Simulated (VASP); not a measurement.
Data:

```
AlAs
1.0
    0.00000     2.81873     2.81873
    2.81873     0.00000     2.81873
    2.81873     2.81873     0.00000
Al As
1 1
Direct
  0.00000   0.00000   0.00000
  0.75000   0.75000   0.75000
```

Method: LDA (Ceperley-Alder, Perdew-Zunger) with spin-orbit coupling, VASP's LDA PAW potentials (set 64) (plane waves; VASP). Settings: 400 eV cut-off, 7×7×7 Γ-centred mesh, Gaussian smearing of 0.050 eV, potentials Al As.

Question: Give the energies of bands 3 to 15 at the high-symmetry points, in eV from the valence-band maximum.

Answer: 
| band | Γ | X | U | L | W |
|---|---|---|---|---|---|
| 3 | -0.31 | -5.59 | -5.36 | -5.75 | -5.27 |
| 4 | -0.31 | -5.59 | -5.30 | -5.75 | -5.20 |
| 5 | 0.00 | -2.37 | -3.64 | -1.02 | -3.42 |
| 6 | 0.00 | -2.37 | -3.55 | -1.02 | -3.29 |
| 7 | 0.00 | -2.24 | -1.93 | -0.85 | -2.98 |
| 8 | 0.00 | -2.24 | -1.93 | -0.85 | -2.98 |
| 9 | 1.88 | 1.22 | 2.03 | 1.97 | 4.15 |
| 10 | 1.88 | 1.22 | 2.04 | 1.97 | 4.15 |
| 11 | 4.14 | 2.10 | 4.79 | 4.53 | 5.47 |
| 12 | 4.14 | 2.10 | 4.84 | 4.53 | 5.55 |
| 13 | 4.18 | 10.12 | 8.04 | 4.55 | 5.57 |
| 14 | 4.18 | 10.12 | 8.04 | 4.55 | 5.59 |
| 15 | 4.18 | 10.26 | 8.17 | 7.51 | 5.88 |

The gap is indirect, 1.22 eV, from the valence maximum at Γ to the conduction minimum at X.

The structure comes from a computed database's AlAs entry (F-43m); how it stands against other phases isn't given here. It was relaxed first.
